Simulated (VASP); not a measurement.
Level of theory: LDA (Ceperley-Alder, Perdew-Zunger), VASP's LDA PAW potentials (set 64) (plane waves; VASP).

VASP ran on this input.

**INCAR**
```
ALGO=Normal
EDIFF=1E-6
ENCUT=300
ISIF=2
ISMEAR=0
LASPH=.TRUE.
LCHARG=.FALSE.
LMAXMIX=6
LREAL=.FALSE.
LWAVE=.FALSE.
NELM=100
PREC=Accurate
SIGMA=0.272
SYSTEM=LaGa3Cu
```

File POSCAR:
```
LaGa3Cu
1.0
 -2.1268650000   2.1268650000   5.2601000000
  2.1268650000  -2.1268650000   5.2601000000
  2.1268650000   2.1268650000  -5.2601000000
La Ga Cu
1 3 1
Direct
  0.0000000000   0.0000000000   0.0000000000
  0.6199800000   0.6199800000   0.0000000000
  0.3800200000   0.3800200000   0.0000000000
  0.7500000000   0.2500000000   0.5000000000
  0.2500000000   0.7500000000   0.5000000000
```

File KPOINTS:
```
K-points
0
Gamma
  7 7 7
0 0 0
```

POTCAR, in this order: La Ga_d Cu (LDA.64 set). Program: vasp_std.

The run wrote:

**OUTCAR**
```
 ion  position               nearest neighbor table
   1  0.000  0.000  0.000-   2 3.26   2 3.26   2 3.26   3 3.26   2 3.26   3 3.26   3 3.26   3 3.26
  LATTYP: Found a body centered tetragonal cell.
 ALAT       =     4.2537300000
 C/A-ratio  =     2.4731706056
 Subroutine PRICEL returns:
 Original cell was already a primitive cell.
 Subroutine GETGRP returns: Found  8 space group operations
The static configuration has the point symmetry D_2d.
The dynamic configuration has the point symmetry D_2d.
 Subroutine INISYM returns: Found  8 space group operations
 Subroutine IBZKPT returns following result:
 Found     40 irreducible k-points:

 Following reciprocal coordinates:
            Coordinates               Weight
  0.000000  0.000000  0.000000      1.000000
  0.142857  0.000000 -0.000000      8.000000
  0.285714  0.000000  0.000000      8.000000
  0.428571  0.000000 -0.000000      8.000000
  0.142857  0.142857 -0.000000      8.000000
  0.285714  0.142857  0.000000     16.000000
  0.428571  0.142857 -0.000000     16.000000
 -0.428571  0.142857  0.000000     16.000000
 -0.285714  0.142857 -0.000000     16.000000
 -0.142857  0.142857  0.000000      4.000000
  0.285714  0.285714  0.000000      8.000000
  0.428571  0.285714 -0.000000     16.000000
 -0.428571  0.285714  0.000000     16.000000
 -0.285714  0.285714  0.000000      4.000000
  0.428571  0.428571 -0.000000      8.000000
 -0.428571  0.428571  0.000000      4.000000
  0.142857  0.142857  0.142857      8.000000
  0.285714  0.142857  0.142857     16.000000
 -0.142857  0.142857  0.142857      4.000000
  0.285714  0.285714  0.142857      8.000000
  0.428571  0.285714  0.142857      8.000000
 -0.285714  0.285714  0.142857      8.000000
 -0.142857  0.285714  0.142857      8.000000
 -0.428571  0.428571  0.142857      8.000000
 -0.285714  0.428571  0.142857     16.000000
 -0.142857  0.428571  0.142857      8.000000
 -0.428571 -0.428571  0.142857      8.000000
 -0.285714 -0.428571  0.142857     16.000000
 -0.142857 -0.428571  0.142857      8.000000
 -0.285714 -0.285714  0.142857      8.000000
 -0.142857 -0.285714  0.142857      8.000000
 -0.142857 -0.142857  0.142857      2.000000
 -0.285714  0.285714  0.285714      4.000000
 -0.428571  0.428571  0.285714      8.000000
 -0.285714  0.428571  0.285714      8.000000
 -0.428571 -0.428571  0.285714      8.000000
 -0.285714 -0.428571  0.285714      8.000000
 -0.285714 -0.285714  0.285714      2.000000
 -0.428571  0.428571  0.428571      4.000000
 -0.428571 -0.428571  0.428571      2.000000
   k-points           NKPTS =     40   k-points in BZ     NKDIM =     40   number of bands    NBANDS=     36
   number of dos      NEDOS =    301   number of ions     NIONS =      5
   total plane-waves  NPLWV =  46656
   dimension x,y,z NGX =    36 NGY =   36 NGZ =   36
   dimension x,y,z NGXF=    72 NGYF=   72 NGZF=   72
   ions per type =               1   3   1
   PREC   = accura    normal or accurate (medium, high low for compatibility)
   ISTART =      0    job   : 0-new  1-cont  2-samecut
   ICHARG =      2    charge: 1-file 2-atom 10-const
   ISPIN  =      1    spin polarized calculation?
   LNONCOLLINEAR =      F non collinear calculations
   LSORBIT =      F    spin-orbit coupling
   INIWAV =      1    electr: 0-lowe 1-rand  2-diag
   ENCUT  =  300.0 eV  22.05 Ry    4.70 a.u.   8.56  8.56  8.56*2*pi/ulx,y,z
   NELM   =    100;   NELMIN=  2; NELMDL= -5     # of ELM steps
   EDIFF  = 0.1E-05   stopping-criterion for ELM
   LREAL  =      F    real-space projection
   NLSPLINE    = F    spline interpolate recip. space projectors
   LMAXMIX     =    6 max onsite mixed and CHGCAR
...
```

OSZICAR:
```
       N       E                     dE             d eps       ncg     rms          rms(c)
DAV:   1     0.431326477225E+03    0.43133E+03   -0.19092E+04  2904   0.211E+03
DAV:   2     0.570003632286E+02   -0.37433E+03   -0.35814E+03  3180   0.464E+02
DAV:   3    -0.193243453133E+02   -0.76325E+02   -0.73015E+02  3636   0.194E+02
DAV:   4    -0.261453080944E+02   -0.68210E+01   -0.65794E+01  4924   0.537E+01
DAV:   5    -0.265668653770E+02   -0.42156E+00   -0.41728E+00  5240   0.118E+01    0.180E+01
DAV:   6    -0.312681640284E+02   -0.47013E+01   -0.21586E+02  4168   0.166E+02    0.159E+01
DAV:   7    -0.248867937073E+02    0.63814E+01   -0.43875E+01  3828   0.770E+01    0.638E+00
DAV:   8    -0.242507572774E+02    0.63604E+00   -0.46787E+00  4696   0.209E+01    0.408E+00
DAV:   9    -0.240192518559E+02    0.23151E+00   -0.76281E+00  5112   0.322E+01    0.357E+00
DAV:  10    -0.238616120300E+02    0.15764E+00   -0.17792E+00  4976   0.145E+01    0.115E+00
DAV:  11    -0.238497074409E+02    0.11905E-01   -0.19063E-01  4472   0.393E+00    0.331E-01
DAV:  12    -0.238487652785E+02    0.94216E-03   -0.22489E-02  4664   0.153E+00    0.504E-02
DAV:  13    -0.238489251154E+02   -0.15984E-03   -0.18144E-03  4640   0.478E-01    0.523E-02
DAV:  14    -0.238488747620E+02    0.50353E-04   -0.36261E-04  5148   0.261E-01    0.180E-02
DAV:  15    -0.238488704688E+02    0.42932E-05   -0.13120E-04  4608   0.130E-01    0.667E-03
DAV:  16    -0.238488713696E+02   -0.90082E-06   -0.19644E-05  3908   0.492E-02    0.210E-03
DAV:  17    -0.238488714803E+02   -0.11068E-06   -0.12130E-06  2776   0.102E-02
   1 F= -.23848871E+02 E0= -.23822010E+02  d E =-.537239E-01
```

**OUTCAR**
```
------------------------ aborting loop because EDIFF is reached ----------------------------------------
  FORCE on cell =-STRESS in cart. coord.  units (eV):
  Direction    XX          YY          ZZ          XY          YZ          ZX
  --------------------------------------------------------------------------------------
  Total       -3.1182346     -3.1182346     -3.2804928      0.0000000      0.0000000     -0.0000000
  in kB      -52.4910816    -52.4910816    -55.2224695      0.0000000      0.0000000     -0.0000000
  external PRESSURE =     -53.4015443 kB  Pullay stress =       0.0000000 kB
  volume of cell :       95.18
      direct lattice vectors                 reciprocal lattice vectors
    -2.126865000  2.126865000  5.260100000     0.000000000  0.235087794  0.095055227
     2.126865000 -2.126865000  5.260100000     0.235087794  0.000000000  0.095055227
     2.126865000  2.126865000 -5.260100000     0.235087794  0.235087794  0.000000000
 POSITION                                       TOTAL-FORCE (eV/Angst)
 -----------------------------------------------------------------------------------
      0.00000      0.00000      0.00000        -0.000000      0.000000     -0.000000
      0.00000      0.00000      6.52231         0.000000     -0.000000      0.024052
      0.00000      0.00000      3.99789         0.000000     -0.000000     -0.024052
      0.00000      2.12686      2.63005        -0.000000      0.000000     -0.000000
      2.12686      0.00000      2.63005        -0.000000      0.000000     -0.000000
 -----------------------------------------------------------------------------------
    total drift:                               -0.000001      0.000001     -0.000000
  FREE ENERGIE OF THE ION-ELECTRON SYSTEM (eV)
  ---------------------------------------------------
  free  energy   TOTEN  =       -23.8488714803 eV

  energy  without entropy=      -23.7951475855  energy(sigma->0) =      -23.82200953
```
(Selected blocks of OUTCAR.)

### OUTCAR
```
 val. band max:        7.0780351947   @ k =  -0.1429   0.1429   0.1429

 cond. band min:       7.1391256150   @ k =   0.2857   0.1429   0.0000


 Fermi energy:         7.1378349013

 k-point     1 :       0.0000    0.0000    0.0000
  band No.  band energies     occupation
      1     -25.2893      2.00000
      2      -9.1921      2.00000
      3      -8.9916      2.00000
      4      -8.9916      2.00000
      5      -7.9112      2.00000
      6      -7.9112      2.00000
      7      -7.9020      2.00000
      8      -7.8892      2.00000
      9      -7.8520      2.00000
     10      -7.6491      2.00000
     11      -7.5383      2.00000
     12      -7.5375      2.00000
     13      -7.5375      2.00000
     14      -7.5273      2.00000
     15      -7.5181      2.00000
     16      -7.4740      2.00000
     17      -7.4483      2.00000
     18      -7.4483      2.00000
     19      -7.3699      2.00000
     20      -2.9634      2.00000
     21       1.9135      2.00000
     22       2.1746      2.00000
     23       3.9387      2.00000
     24       3.9387      2.00000
     25       4.1532      2.00000
     26       4.3860      2.00000
     27       4.5070      2.00000
     28       5.2958      2.00000
     29       5.2958      2.00000
     30       6.5548      1.99756
     31       6.9198      1.74296
     32       8.2225      0.00000
     33       8.2225      0.00000
     34       9.1599      0.00000
     35       9.1692      0.00000
     36       9.1776      0.00000

 k-point     2 :       0.1429    0.0000   -0.0000
  band No.  band energies     occupation
      1     -25.2861      2.00000
      2      -9.1853      2.00000
      3      -9.0608      2.00000
      4      -8.9916      2.00000
      5      -7.9329      2.00000
      6      -7.9113      2.00000
      7      -7.9032      2.00000
      8      -7.8588      2.00000
      9      -7.8445      2.00000
     10      -7.6565      2.00000
     11      -7.5744      2.00000
     12      -7.5549      2.00000
...
```

At this cut-off the stress carries a Pulay error, which pulls relaxed volumes low.

The structure comes from a computed database's LaGa3Cu entry; how it stands against other phases isn't given here. The cell was not relaxed at this level. The electron count is odd and the run is not spin-polarised, which forces a metal.
